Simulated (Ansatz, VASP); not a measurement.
**Ga2SbP3: VASP beside Ansatz**

INCAR

```
  PREC = Accurate
  ENCUT = 520
  EDIFF = 1E-6
  ISMEAR = 0
  SIGMA = 0.1
  LREAL = False
  LASPH = True
  NELM = 100
  ALGO = Normal
  ISIF = 2
  LWAVE = False
  LCHARG = False
  GGA = PE
  NBANDS = 32
```

The input KPOINTS:

```
Automatic mesh
0
Gamma
  6 6 10
```

The input POSCAR:

```
Ga2SbP3
1.0
    6.2495197760      0.0000000000      0.0000000000
   -3.1247598880      5.4122428875      0.0000000000
    0.0000000000      0.0000000000      3.5199798417
Ga Sb P
2 1 3
Direct
    0.3333333333      0.6666666667      0.0000000000
    0.6666666667      0.3333333333      0.0000000000
    0.0000000000      0.0000000000      0.0000000000
    0.5000000000      0.0000000000      0.5000000000
    0.5000000000      0.5000000000      0.5000000000
    0.0000000000      0.5000000000      0.5000000000
```

Input for Ansatz:

```yaml
crystal:
  lattice:
    - [6.249519776, 0.0, 0.0]
    - [-3.124759888, 5.4122428875, 0.0]
    - [0.0, 0.0, 3.5199798417]
  atoms:
    - { symbol: Ga, position: [0.3333333333, 0.6666666667, 0.0] }
    - { symbol: Ga, position: [0.6666666667, 0.3333333333, 0.0] }
    - { symbol: Sb, position: [0.0, 0.0, 0.0] }
    - { symbol: P, position: [0.5, 0.0, 0.5] }
    - { symbol: P, position: [0.5, 0.5, 0.5] }
    - { symbol: P, position: [0.0, 0.5, 0.5] }
basis:
  ecutwfc: 420
kpoints:
  mp_grid: { grid: [6, 6, 10] }
  band_path:
    path:
      - [[0.0, 0.0, 0.0], [0.5, 0.0, 0.0], [0.33333333, 0.33333333, 0.0], [0.0, 0.0, 0.0], [0.0, 0.0, 0.5], [0.5, 0.0, 0.5], [0.33333333, 0.33333333, 0.5], [0.0, 0.0, 0.5]]
      - [[0.5, 0.0, 0.5], [0.5, 0.0, 0.0]]
      - [[0.33333333, 0.33333333, 0.5], [0.33333333, 0.33333333, 0.0]]
    npoints: 14
hamiltonian:
  xc: pbe
scf:
  occupations: { method: gaussian, width: 0.1 }
  n_extra_bands: 15
output:
  forces: true
  stress: true
  eigenvalues: true
  populations: true
  dos: { projected: true, de: 0.02, nscf_kmesh: { grid: [8, 8, 12] } }
  bader: true
  write_density: true
  write_potential: true
  elf: true
  volumetric_format: npy
```

The cell was built by a generator and needn't be a form met in nature.

Alike in both runs: task single point; functional PBE; k mesh 6 × 6 × 10; occupations gaussian, width 0.1 eV; no spin polarisation.

|  | VASP | Ansatz |
| --- | --- | --- |
| version | VASP 6.6.1 | Ansatz 0.2.0 |
| potentials or method | VASP PAW PBE potentials, release 64 (Ga_d, Sb, P) | scalar-relativistic, plane waves, PAW |
| plane-wave cutoff (eV) | 520 | 420 |
| valence electrons in the cell | 46 | 56 |

```tsv
	VASP	Ansatz	Ansatz less VASP
gap on the k mesh at the Fermi level (eV)	none	none	-
pressure (GPa)	0.0	0.0	+0.02
```

A gap of «none» marks a metal or a gap that the smearing closes. The functional is the same, so the differences come from potentials, cutoffs and numerics. The two sets of potentials don't hold the same shells in valence.

Spin-orbit coupling is left out, which matters for the levels of Sb.
